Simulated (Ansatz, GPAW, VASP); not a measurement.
Code comparison for TiSi2 (Cmcm, 6 atoms in the cell)

Self-consistent single point, at a second geometry (lattice scaled by 0.98). First geometry:

```yaml
crystal:
  lattice:
    - [1.79776, -6.88433, 0.00000]
    - [1.79776, 6.88433, 0.00000]
    - [0.00000, 0.00000, 3.63113]
  atoms:
    - { symbol: Ti, position: [0.89688, 0.10312, 0.75000] }
    - { symbol: Ti, position: [0.10312, 0.89688, 0.25000] }
    - { symbol: Si, position: [0.55825, 0.44175, 0.75000] }
    - { symbol: Si, position: [0.44175, 0.55825, 0.25000] }
    - { symbol: Si, position: [0.24969, 0.75031, 0.75000] }
    - { symbol: Si, position: [0.75031, 0.24969, 0.25000] }
```

Shared settings, as Ansatz (a first-principles code) writes them: kpoints.mp_grid.grid = 7 7 7; scf.occupations.method = fermi_dirac; scf.occupations.width = 0.0073 Ry. Potentials and cutoffs stand in the table.

```
code                                           model  ΔF from the first geometry (meV/atom)  pressure (GPa)  largest force (eV/Å)   cutoff
------  --------------------------------------------  -------------------------------------  --------------  --------------------  -------
GPAW    PBE, GPAW PAW datasets PBE (gpaw-data 1.0.1)                                   -4.3            3.34                 0.226   800 eV
Ansatz                        PBE, default PAW files                                   -8.1            2.69                 0.210  default
VASP         PBE, VASP's PBE PAW potentials (set 64)                                   -7.1            2.45                 0.197   300 eV
```

For VASP (by 0.4 GPa) the energy change implies a higher mean pressure, against the two pressures, than for the other programs: a sign of finite-basis (Pulay) stress.

Size of the force on each atom (eV/Å): Sizes of forces hide their directions.

| code | Ti1 | Ti2 | Si3 | Si4 | Si5 | Si6 |
|---|---|---|---|---|---|---|
| GPAW | 0.029 | 0.029 | 0.226 | 0.226 | 0.017 | 0.017 |
| Ansatz | 0.024 | 0.024 | 0.210 | 0.210 | 0.016 | 0.016 |
| VASP | 0.024 | 0.024 | 0.197 | 0.197 | 0.015 | 0.015 |

On Ansatz's run: spin polarisation is off.

The spread over the programs that give each value: ΔF from the first geometry within 3.8 meV/atom; pressure within 0.89 GPa; largest force within 0.029 eV/Å.

Ansatz's pressure is given at a fixed set of plane waves, as the other plane-wave codes print theirs.

VASP's run is marked for a possible Pulay error in its stress at this cutoff; no cutoff test was made.

The starting cell comes from a database of computed structures (which also holds hypothetical and non-ambient phases and stackings), without a prior relaxation at this level. Its lattice was rescaled by a random factor within 2.5 % of one. For this run, on top of that: lattice scaled by 0.98.

Left out of this page: Quantum ESPRESSO, CP2K and Elk (not drawn, or without a comparable value).

Keys are those of Ansatz 0.2.
